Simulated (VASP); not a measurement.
All values below come from PBEsol GGA, VASP's PBE PAW potentials (set 64) (plane waves; VASP).

VASP ran on this input.

**POSCAR**
```
FeP2
1
    4.9215593423     0.0000000000     0.0000000000
   -0.0000000000     5.5828602786     0.0000000000
    0.0000000000     0.0000000000     2.6839168056
Fe P
2 4
Direct
  0.5000000000   0.5000000000   0.5000000000
  0.0000000000   0.0000000000   0.0000000000
  0.3286079059   0.8667190760   0.5000000000
  0.6713920941   0.1332809240   0.5000000000
  0.8286079059   0.6332809240   0.0000000000
  0.1713920941   0.3667190760   0.0000000000
```

KPOINTS:
```
Automatic mesh
0
Gamma
10 9 19
0 0 0
```

**INCAR**
```
SYSTEM = FeP2
PREC = Accurate
ENCUT = 400
EDIFF = 1E-7
NELM = 100
ALGO = Normal
LREAL = .FALSE.
LASPH = .TRUE.
ISMEAR = 0
SIGMA = 0.01
GGA = PS
LMAXMIX = 4
LWAVE = .FALSE.
LCHARG = .FALSE.
LOPTICS = .TRUE.
NBANDS = 66
NEDOS = 1001
CSHIFT = 0.1
```

POTCAR, in this order: Fe P (PBE.64 set). Program: vasp_std.

The dielectric response may not be converged in the k-mesh; for small gaps it tends to come out too large.

Q: What does the run give for the energy per atom (σ→0)?

A: 
```json
{
  "energy per atom (σ→0)": "-7.499 eV/atom"
}
```

OSZICAR:
```
...
DAV:  10    -0.449963443582E+02    0.23965E-03   -0.13844E-02 45512   0.383E-01    0.417E-01
DAV:  11    -0.449961666358E+02    0.17772E-03   -0.62277E-04 59156   0.230E-01    0.204E-01
DAV:  12    -0.449961390457E+02    0.27590E-04   -0.73769E-05 61264   0.676E-02    0.320E-02
DAV:  13    -0.449961394811E+02   -0.43543E-06   -0.49455E-06 46428   0.705E-03    0.930E-03
DAV:  14    -0.449961396009E+02   -0.11980E-06   -0.43213E-07 54080   0.515E-03    0.173E-03
DAV:  15    -0.449961396516E+02   -0.50661E-07   -0.29746E-08 28772   0.577E-04
   1 F= -.44996140E+02 E0= -.44996140E+02  d E =-.701374E-35
 imaginary and real dielectric function
```

The structure comes from a computed database's FeP2 entry (Pnnm); how it stands against other phases isn't given here. It was relaxed first. The run is not spin-polarised, so no magnetic state was tried.
